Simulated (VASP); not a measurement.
# Gap, carriers and strain in SiGe2 (Fm-3m)

Aim: the gap of SiGe2, the masses at its band edges and their response to strain. The cell is generated by rule, not measured, and may not be a known phase.

Program: VASP 6.6.1. Level of theory: PBEsol; plane waves and PAW (Si, Ge_d), in the first sound run; inputs show where later runs differ. Results are calculated unless marked as measured.

The structure was built from a prototype and need not be the compound's stable phase.

## (1) The structure

Symmetry: Fm-3m, No. 225, cubic system. The conventional cell has a = 5.566 Å, b = 5.566 Å, c = 5.566 Å, α = 90.00°, β = 90.00°, γ = 90.00°. Nearest to Si lie 8 Ge at 2.41 Å. Ge has 4 Si at 2.41 Å nearest. Farther neighbours are not listed.

As a file:

```
Si Ge
1.0
     0.00000    2.78306    2.78306
     2.78306    0.00000    2.78306
     2.78306    2.78306    0.00000
Si Ge
1 2
Direct
  0.00000 0.00000 0.00000
  0.25000 0.25000 0.25000
  0.75000 0.75000 0.75000
```

## (2) Relaxation of the atoms

The cell is kept as given; the atoms are relaxed first, so that no residual force shifts the band edges.

The input, INCAR:

```
SYSTEM = SiGe2
PREC = Accurate
ENCUT = 410
EDIFF = 1E-06
NELM = 100
ISMEAR = 0
SIGMA = 0.02
LREAL = .FALSE.
ALGO = Normal
GGA = PS
NBANDS = 22
LORBIT = 11
LWAVE = .FALSE.
LCHARG = .FALSE.
KPAR = 4
IBRION = 2
NSW = 40
ISIF = 2
EDIFFG = -0.005
```

The input, POSCAR:

```
SiGe2
1.0
    0.0000000000      2.7830600000      2.7830600000
    2.7830600000      0.0000000000      2.7830600000
    2.7830600000      2.7830600000      0.0000000000
Si Ge
1 2
Direct
    0.0000000000      0.0000000000      0.0000000000
    0.2500000000      0.2500000000      0.2500000000
    0.7500000000      0.7500000000      0.7500000000
```

The input, KPOINTS:

```
Automatic mesh
0
Gamma
8 8 8
0 0 0
```

The projector-augmented-wave data sets are Si and Ge_d (PBE family, release 64).

Started as:

```console
> mpirun -np 4 vasp_std
```

What it wrote:

```text
[banner, memory and clock lines left out]
running    4 mpi-ranks, on    1 nodes
 distrk:  each k-point on    1 cores,    4 groups
 distr:  one band on    1 cores,    1 groups

 POSCAR found type information on POSCAR SiGe
 POSCAR found :  2 types and       3 ions
|                                                                             |
|               ----> ADVICE to this user running VASP <----                  |
|                                                                             |
|     You enforced a specific xc type in the INCAR file but a different       |
|     [... a line on the potential file left out ...]
|     I HOPE YOU KNOW WHAT YOU ARE DOING!                                     |
|                                                                             |

 LDA part: xc-table for (Slater+PW92), standard interpolation
 POSCAR, INCAR and KPOINTS ok, starting setup
 FFT: planning ... GRIDC
 FFT: planning ... GRID_SOFT
 FFT: planning ... GRID
 WAVECAR not read
 entering main loop
       N       E                     dE             d eps       ncg     rms          rms(c)
DAV:   1     0.196722826298E+03    0.19672E+03   -0.13713E+04  1492   0.350E+03
DAV:   2     0.128981425724E+02   -0.18382E+03   -0.17634E+03  1288   0.590E+02
DAV:   3    -0.129693030912E+02   -0.25867E+02   -0.25569E+02  1510   0.136E+02
DAV:   4    -0.136872002292E+02   -0.71790E+00   -0.71477E+00  1434   0.263E+01
DAV:   5    -0.137012885091E+02   -0.14088E-01   -0.14086E-01  1554   0.381E+00    0.563E+00
DAV:   6    -0.134978031953E+02    0.20349E+00   -0.13766E-01  1748   0.499E+00    0.318E+00
DAV:   7    -0.134235792047E+02    0.74224E-01   -0.87994E-02  1868   0.253E+00    0.485E-01
DAV:   8    -0.134201928513E+02    0.33864E-02   -0.97470E-03  1654   0.143E+00    0.121E-01
DAV:   9    -0.134201892201E+02    0.36312E-05   -0.45801E-04  1748   0.253E-01    0.732E-02
DAV:  10    -0.134201820035E+02    0.72166E-05   -0.26841E-05  1918   0.775E-02    0.297E-02
DAV:  11    -0.134201825751E+02   -0.57161E-06   -0.35798E-06  1430   0.368E-02
   1 F= -.13420183E+02 E0= -.13420062E+02  d E =-.134202E+02
 curvature:   0.00 expect dE= 0.000E+00 dE for cont linesearch  0.000E+00
 trial: gam= 0.00000 g(F)=  0.426E-45 g(S)=  0.000E+00 ort = 0.000E+00 (trialstep = 0.100E+01)
 search vector abs. value=  0.100E-09
 reached required accuracy - stopping structural energy minimisation
```

It took 5 s on 4 MPI ranks of AMD EPYC 9R45, shared host; peak memory 0.56 GiB; 18 s of CPU time.

Lines that name or quote the potential files are left out of all logs, and their timing lines are given in words.

OUTCAR, selected parts (step 2):

```text
ion  position               nearest neighbor table
   1  0.000  0.000  0.000-   2 2.41   3 2.41   3 2.41   3 2.41   3 2.41   2 2.41   2 2.41   2 2.41

  LATTYP: Found a face centered cubic cell.
 ALAT       =     5.5661200000

 Subroutine GETGRP returns: Found 48 space group operations
 (whereof 48 operations were pure point group operations)

The static configuration has the point symmetry O_h .

 Found     29 irreducible k-points:

   k-points           NKPTS =     29   k-points in BZ     NKDIM =     29   number of bands    NBANDS=     22

   dimension x,y,z NGX =    28 NGY =   28 NGZ =   28
   dimension x,y,z NGXF=    56 NGYF=   56 NGZF=   56

   ENCUT  =  410.0 eV  30.13 Ry    5.49 a.u.   6.50  6.50  6.50*2*pi/ulx,y,z

   NELECT =      32.0000    total number of electrons

 k-points in reciprocal lattice and weights: Automatic mesh
   0.00000000  0.00000000  0.00000000       0.002
   0.12500000  0.00000000  0.00000000       0.016
   0.25000000  0.00000000  0.00000000       0.016
   0.37500000  0.00000000  0.00000000       0.016
   0.50000000  0.00000000  0.00000000       0.008
   0.12500000  0.12500000  0.00000000       0.012
   0.25000000  0.12500000  0.00000000       0.047
   0.37500000  0.12500000  0.00000000       0.047
   0.50000000  0.12500000  0.00000000       0.047
[...]
-0.37500000  0.50000000  0.12500000       0.023
  -0.25000000  0.50000000  0.25000000       0.012

 average (electrostatic) potential at core
       1 -79.6942       2 -69.2359       3 -69.2359

 E-fermi :  10.0096

 k-point     1 :       0.0000    0.0000    0.0000
  band No.  band energies     occupation
    ...
     14       7.4650      2.00000
     15       7.4650      2.00000
     16       8.5426      2.00000
     17       8.5426      2.00000
     18       8.5426      2.00000
     19      11.1680      0.00000
     20      14.5876      0.00000
     21      14.5876      0.00000
     22      14.5876      0.00000

 k-point     2 :       0.1250    0.0000    0.0000
  band No.  band energies     occupation
    ...
     14       7.0362      2.00000
     15       7.5651      2.00000
     16       9.0048      2.00000
     17       9.0048      2.00000
     18       9.8842      2.00000
     19      12.5583      0.00000
     20      13.4468      0.00000
     21      13.4468      0.00000
     22      14.3158      0.00000

 k-point     3 :       0.2500    0.0000    0.0000
  band No.  band energies     occupation
    ...
     13       6.5488      2.00000
     14       6.5488      2.00000
     15       6.9870      2.00000
     16       9.1593      2.00000
     17       9.1593      2.00000
     18      10.9141      0.00000
     19      13.4765      0.00000
     20      13.4765      0.00000
     21      13.7938      0.00000
     22      16.3166      0.00000

  Total        9.6906714      9.6906714      9.6906714      0.0000000      0.0000000      0.0000000
  in kB      360.1361740    360.1361740    360.1361740      0.0000000      0.0000000      0.0000000
  external PRESSURE =     360.1361740 kB  Pullay stress =       0.0000000 kB

  energy-cutoff  :      410.00
  volume of cell :       43.11
      direct lattice vectors                 reciprocal lattice vectors
     0.000000000  2.783060000  2.783060000    -0.179658362  0.179658362  0.179658362
     2.783060000  0.000000000  2.783060000     0.179658362 -0.179658362  0.179658362
     2.783060000  2.783060000  0.000000000     0.179658362  0.179658362 -0.179658362

 POSITION                                       TOTAL-FORCE (eV/Angst)
 -----------------------------------------------------------------------------------
      0.00000      0.00000      0.00000         0.000000     -0.000000      0.000000
      1.39153      1.39153      1.39153        -0.000000     -0.000000     -0.000000
      4.17459      4.17459      4.17459         0.000000      0.000000      0.000000
 -----------------------------------------------------------------------------------
    total drift:                                0.000000      0.000000      0.000000

  FREE ENERGIE OF THE ION-ELECTRON SYSTEM (eV)
  ---------------------------------------------------
  free  energy   TOTEN  =       -13.4201825751 eV

  energy  without entropy=      -13.4199404445  energy(sigma->0) =      -13.42006151

 reached required accuracy - stopping structural energy minimisation

 total charge
# of ion       s       p       d       tot
------------------------------------------
    1        0.801   0.909   0.000   1.710
    2        1.216   1.244  10.127  12.586
    3        1.216   1.244  10.127  12.586
--------------------------------------------------
tot          3.233   3.396  20.254  26.882

[... 3 further parts left out ...]
```

CONTCAR:

```
SiGe2
   1.00000000000000
     0.0000000000000000    2.7830599999999999    2.7830599999999999
     2.7830599999999999    0.0000000000000000    2.7830599999999999
     2.7830599999999999    2.7830599999999999    0.0000000000000000
  Si              Ge
     1     2
Direct
     0.0000000000000000    0.0000000000000000    0.0000000000000000
     0.2500000000000000    0.2500000000000000    0.2500000000000000
     0.7500000000000000    0.7500000000000000    0.7500000000000000
```

The PAW data sets were made with PBE, which is usual practice but a small mismatch for other functionals. The run keeps the 48 symmetry operations of its start, so it cannot find a distortion of lower symmetry.

The forces vanish from the start, and no atom moves.

This step gave:

```
SCF cycles              : 11
electrons               : 32
bands                   : 22
irreducible k-points    : 29
symmetry operations     : 48
free energy (TOTEN)     : -13.42 eV
energy at zero smearing : -13.42 eV
Fermi energy            : 10.01 eV
pressure                : 36.01 GPa
metallic                : yes
```

## (3) Bands on a dense mesh

A dense even mesh and a path are solved together, since either alone can miss a band edge.

Edit INCAR of step 2 so:

```diff
@@ -10,3 +10,3 @@
 GGA = PS
-NBANDS = 22
+NBANDS = 29
 LORBIT = 11
@@ -15,5 +15,2 @@
 KPAR = 4
-IBRION = 2
-NSW = 40
 ISIF = 2
-EDIFFG = -0.005
```

POSCAR is that of step 2.

The input, KPOINTS:

```
Automatic mesh
0
Gamma
12 12 12
0 0 0
```

The input, KPOINTS_OPT:

```
Line mode
24
Line-mode
Reciprocal
  0.00000000   0.00000000   0.00000000 GAMMA
  0.50000000   0.00000000   0.50000000 X

  0.50000000   0.00000000   0.50000000 X
  0.50000000   0.25000000   0.75000000 W

  0.50000000   0.25000000   0.75000000 W
  0.37500000   0.37500000   0.75000000 K

  0.37500000   0.37500000   0.75000000 K
  0.00000000   0.00000000   0.00000000 GAMMA

  0.00000000   0.00000000   0.00000000 GAMMA
  0.50000000   0.50000000   0.50000000 L

  0.50000000   0.50000000   0.50000000 L
  0.62500000   0.25000000   0.62500000 U

  0.62500000   0.25000000   0.62500000 U
  0.50000000   0.25000000   0.75000000 W

  0.50000000   0.25000000   0.75000000 W
  0.50000000   0.50000000   0.50000000 L

  0.50000000   0.50000000   0.50000000 L
  0.37500000   0.37500000   0.75000000 K

  0.62500000   0.25000000   0.62500000 U
  0.50000000   0.00000000   0.50000000 X
```

Started as:

```console
> mpirun -np 4 vasp_std
```

What it wrote:

```text
[banner, memory and clock lines left out]
running    4 mpi-ranks, on    1 nodes
 distrk:  each k-point on    1 cores,    4 groups
 distr:  one band on    1 cores,    1 groups

 POSCAR found type information on POSCAR SiGe
 POSCAR found :  2 types and       3 ions
 [... a notice as in an earlier step ...]

 LDA part: xc-table for (Slater+PW92), standard interpolation
 POSCAR, INCAR and KPOINTS ok, starting setup
 FFT: planning ... GRIDC
 FFT: planning ... GRID_SOFT
 FFT: planning ... GRID
 WAVECAR not read
 entering main loop
       N       E                     dE             d eps       ncg     rms          rms(c)
DAV:   1     0.216989180536E+03    0.21699E+03   -0.11892E+04  5602   0.264E+03
DAV:   2     0.182013043069E+02   -0.19879E+03   -0.18529E+03  4224   0.564E+02
DAV:   3    -0.127440036635E+02   -0.30945E+02   -0.30382E+02  4639   0.115E+02
DAV:   4    -0.136277504086E+02   -0.88375E+00   -0.88217E+00  4965   0.220E+01
DAV:   5    -0.136408608804E+02   -0.13110E-01   -0.13109E-01  4726   0.292E+00    0.564E+00
DAV:   6    -0.134351199169E+02    0.20574E+00   -0.75584E-02  5980   0.377E+00    0.319E+00
DAV:   7    -0.133612935969E+02    0.73826E-01   -0.60629E-02  6382   0.195E+00    0.457E-01
DAV:   8    -0.133580104177E+02    0.32832E-02   -0.72500E-03  5753   0.109E+00    0.139E-01
DAV:   9    -0.133579817303E+02    0.28687E-04   -0.47906E-04  5880   0.275E-01    0.901E-02
DAV:  10    -0.133579747142E+02    0.70161E-05   -0.21309E-05  5369   0.343E-02    0.438E-02
DAV:  11    -0.133579736167E+02    0.10975E-05   -0.78371E-06  5809   0.498E-02    0.765E-03
DAV:  12    -0.133579734403E+02    0.17640E-06   -0.37663E-07  3022   0.461E-03
   1 F= -.13357973E+02 E0= -.13357896E+02  d E =-.155830E-03
 Start KPOINTS_OPT (optional k-point list driver)
k-point batch [1-72\240]
       N       E                     dE             ncg
DAV:   1    -0.179002800475E+04   -0.65433E+05     5663
DAV:   2    -0.162362561261E+05   -0.14446E+05     4205
DAV:   3    -0.184172592284E+05   -0.21810E+04     4608
DAV:   4    -0.184785046941E+05   -0.61245E+02     5108
DAV:   5    -0.184794210495E+05   -0.91636E+00     4771
DAV:   6    -0.184794445165E+05   -0.23467E-01     5034
DAV:   7    -0.184794453463E+05   -0.82978E-03     4824
DAV:   8    -0.184794453803E+05   -0.34049E-04     4985
DAV:   9    -0.184794453816E+05   -0.12337E-05     2973
DAV:  10    -0.184794453818E+05   -0.24828E-06     2978
[...]
k-point batch [217-240\240]
       N       E                     dE             ncg
DAV:   1     0.472997908036E+05   -0.26181E+05     1861
DAV:   2     0.424823557612E+05   -0.48174E+04     1408
DAV:   3     0.417602991367E+05   -0.72206E+03     1531
DAV:   4     0.417398101969E+05   -0.20489E+02     1782
DAV:   5     0.417394984245E+05   -0.31177E+00     1483
DAV:   6     0.417394906780E+05   -0.77466E-02     1766
DAV:   7     0.417394904064E+05   -0.27159E-03     1575
DAV:   8     0.417394903954E+05   -0.10993E-04     1742
DAV:   9     0.417394903950E+05   -0.38442E-06      964
```

Run time: 39 s. Hardware: 4 MPI ranks; peak memory 0.82 GiB.

Parts of OUTCAR (step 3):

```text
The static configuration has the point symmetry O_h .

 Found     72 irreducible k-points:

   k-points           NKPTS =     72   k-points in BZ     NKDIM =     72   number of bands    NBANDS=     29

   NELECT =      32.0000    total number of electrons

 E-fermi :  10.0554

 k-point     1 :       0.0000    0.0000    0.0000
  band No.  band energies     occupation
    ...
     14       7.4651      2.00000
     15       7.4651      2.00000
     16       8.5409      2.00000
     17       8.5409      2.00000
     18       8.5409      2.00000
     19      11.1658      0.00000
     20      14.5882      0.00000
     21      14.5882      0.00000
     22      14.5882      0.00000
     23      15.3765      0.00000
    ...

 k-point     2 :       0.0833    0.0000    0.0000
  band No.  band energies     occupation
    ...
     14       7.2277      2.00000
     15       7.7317      2.00000
     16       8.8052      2.00000
     17       8.8052      2.00000
     18       9.3347      2.00000
     19      11.8494      0.00000
     20      13.8026      0.00000
     21      13.8026      0.00000
     22      14.4081      0.00000
     23      16.5048      0.00000
    ...

  Total        9.6461517      9.6461517      9.6461517      0.0000000      0.0000000      0.0000000
  in kB      358.4816782    358.4816782    358.4816782      0.0000000      0.0000000      0.0000000
  external PRESSURE =     358.4816782 kB  Pullay stress =       0.0000000 kB

 POSITION                                       TOTAL-FORCE (eV/Angst)
 -----------------------------------------------------------------------------------
      0.00000      0.00000      0.00000         0.000000      0.000000     -0.000000
      1.39153      1.39153      1.39153         0.000000      0.000000      0.000000
      4.17459      4.17459      4.17459        -0.000000     -0.000000     -0.000000
 -----------------------------------------------------------------------------------
    total drift:                                0.000000      0.000000      0.000000

  FREE ENERGIE OF THE ION-ELECTRON SYSTEM (eV)
  ---------------------------------------------------
  free  energy   TOTEN  =       -13.3579734403 eV

  energy  without entropy=      -13.3578176106  energy(sigma->0) =      -13.35789553

 total charge
# of ion       s       p       d       tot
------------------------------------------
    1        0.794   0.914   0.000   1.708
    2        1.216   1.243  10.127  12.586
    3        1.216   1.243  10.127  12.586
--------------------------------------------------
tot          3.226   3.399  20.255  26.881

[... 6 parts as in an earlier step ...]

[... 6 further parts left out ...]
```

This step gave:

```yaml
scf_cycles: 12
bands: 29
irreducible_k_points: 72
free_energy_toten: -13.36 eV
energy_at_zero_smearing: -13.36 eV
fermi_energy: 10.06 eV
pressure: 35.85 GPa
```

The electronic bands at the labelled points (eV, zero at the Fermi level; # counts the bands kept, so #1 is VASP's band 12):

| point | #2 | #3 | #4 | #5 | #6 | #7 | #8 | #9 |
| --- | --- | --- | --- | --- | --- | --- | --- | --- |
| Γ | -2.59 | -2.59 | -2.59 | -1.51 | -1.51 | -1.51 | 1.11 | 4.53 |
| 0.52 of the way | -6.10 | -5.39 | -5.39 | -0.69 | 2.23 | 2.23 | 3.57 | 5.11 |
| X | -7.45 | -6.45 | -6.45 | -2.08 | 5.21 | 5.21 | 8.01 | 8.22 |
| 0.52 of the way | -9.16 | -7.06 | -4.10 | -0.73 | 2.37 | 5.09 | 5.41 | 8.36 |
| W | -10.44 | -7.52 | -1.05 | -1.05 | 1.85 | 1.93 | 5.64 | 7.90 |
| 0.52 of the way | -9.64 | -6.92 | -3.09 | 0.85 | 0.86 | 3.66 | 4.62 | 7.40 |
| K | -9.48 | -5.86 | -4.55 | 0.61 | 2.68 | 2.86 | 5.33 | 5.70 |
| 0.48 of the way | -6.95 | -3.32 | -2.08 | -1.01 | -0.75 | 2.43 | 2.52 | 3.76 |
| Γ | -2.59 | -2.59 | -2.59 | -1.51 | -1.51 | -1.51 | 1.11 | 4.53 |
| 0.48 of the way | -3.47 | -3.47 | -3.02 | -0.88 | -0.88 | 0.82 | 3.35 | 3.35 |
| L | -3.83 | -3.83 | -3.59 | -1.56 | -1.56 | 0.73 | 7.13 | 7.13 |
| 0.48 of the way | -7.03 | -4.84 | -3.32 | -0.13 | 0.15 | 3.50 | 3.77 | 5.66 |
| U | -9.48 | -5.86 | -4.55 | 0.61 | 2.68 | 2.86 | 5.33 | 5.70 |
| 0.52 of the way | -9.68 | -7.02 | -2.91 | 0.70 | 0.90 | 3.51 | 4.76 | 7.55 |
| W | -10.44 | -7.52 | -1.05 | -1.05 | 1.85 | 1.93 | 5.64 | 7.90 |
| 0.52 of the way | -7.38 | -5.67 | -1.91 | -1.70 | 1.57 | 3.81 | 3.87 | 4.19 |
| L | -3.83 | -3.83 | -3.59 | -1.56 | -1.56 | 0.73 | 7.13 | 7.13 |
| 0.48 of the way | -7.03 | -4.84 | -3.32 | -0.13 | 0.15 | 3.50 | 3.77 | 5.66 |
| K | -9.48 | -5.86 | -4.55 | 0.61 | 2.68 | 2.86 | 5.33 | 5.70 |
| jump to U | -9.48 | -5.86 | -4.55 | 0.61 | 2.68 | 2.86 | 5.33 | 5.70 |
| 0.48 of the way | -8.71 | -6.29 | -5.43 | -1.29 | 4.16 | 4.33 | 6.81 | 7.19 |
| X | -7.45 | -6.45 | -6.45 | -2.08 | 5.21 | 5.21 | 8.01 | 8.22 |

Of the projections kept (Si, Ge), the largest for each band there; the rest of the weight can lie on other orbitals:

| point | #2 | #3 | #4 | #5 | #6 | #7 | #8 | #9 |
| --- | --- | --- | --- | --- | --- | --- | --- | --- |
| Γ | Ge 1.00 | Ge 1.00 | Ge 1.00 | Si 0.60 | Si 0.60 | Si 0.60 | Si 0.74 | Ge 1.00 |
| X | Ge 1.00 | Ge 0.71 | Ge 0.71 | Ge 0.59 | Ge 1.00 | Ge 1.00 | Si 0.63 | Si 0.52 |
| W | Si 0.59 | Ge 0.77 | Ge 0.87 | Ge 0.87 | Ge 0.65 | Si 0.53 | Ge 1.00 | Ge 1.00 |
| K | Ge 0.73 | Ge 0.70 | Ge 0.89 | Ge 0.64 | Ge 0.78 | Ge 1.00 | Ge 0.53 | Ge 0.55 |
| Γ | Ge 1.00 | Ge 1.00 | Ge 1.00 | Si 0.60 | Si 0.60 | Si 0.60 | Si 0.74 | Ge 1.00 |
| L | Ge 0.61 | Ge 0.61 | Ge 0.65 | Ge 1.00 | Ge 1.00 | Ge 0.98 | Ge 0.69 | Ge 0.69 |

At 35.8 GPa the cell is away from the equilibrium volume of this level: left free, it would expand.

(Continued in part 2 of 3.)

[Lines on the potential files, build, host, timing and source positions are cut from VASP's logs without a mark.]

[Logs are printed without paths, hosts, clocks, repeated set-up lines and the standing remarks that a program may print on its own settings, such as how far it seeks lower states.]

[Hosts, paths, dates, database ids (printed as entryN), source tags and the programs' standing remarks are cut or masked in the printed files.]

[In band tables of VASP the shares of atoms and orbitals are scaled to a sum of 1 inside the atoms' spheres.]

[Gaps and slopes under strain along one axis are those of the sampled path and mesh points; where strain splits equal valleys, another of them can be the edge.]
